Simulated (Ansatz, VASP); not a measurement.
# Two plane-wave programs on TiTe3Se

```
Ti Te Se
1.0
     5.27160    0.00000    0.00000
     0.00000    5.27160    0.00000
     0.00000    0.00000    5.27160
Ti Te Se
1 3 1
Direct
  0.50000 0.50000 0.50000
  0.00000 0.50000 0.50000
  0.50000 0.00000 0.50000
  0.50000 0.50000 0.00000
  0.00000 0.00000 0.00000
```

Change from the starting cell: species swapped into the Yb3SnC type (Pm-3m, No. 221).

Alike in both runs: functional PBE; k mesh 8 × 8 × 8; occupations gaussian, width 0.1 eV; no spin polarisation.

Ansatz relaxed the structure, and its values are those at the end. VASP's run is a single point on that final structure, the one shown.

```csv
,VASP,Ansatz
version,VASP 6.6.1,Ansatz 0.2.0
potentials or method,"VASP PAW PBE potentials, release 64 (Ti_sv, Te, Se)","scalar-relativistic, plane waves, PAW"
plane-wave cutoff (eV),520,420
valence electrons in the cell,36,76
```

```tsv
	VASP	Ansatz	Ansatz less VASP
gap on the k mesh at the Fermi level (eV)	none	none	-
pressure (GPa)	-0.1	0.0	+0.07
```

A gap of «none» marks a metal or a gap that the smearing closes. The two sets of potentials don't hold the same shells in valence.

The runs have no spin-orbit coupling, so splittings on Te are missing.
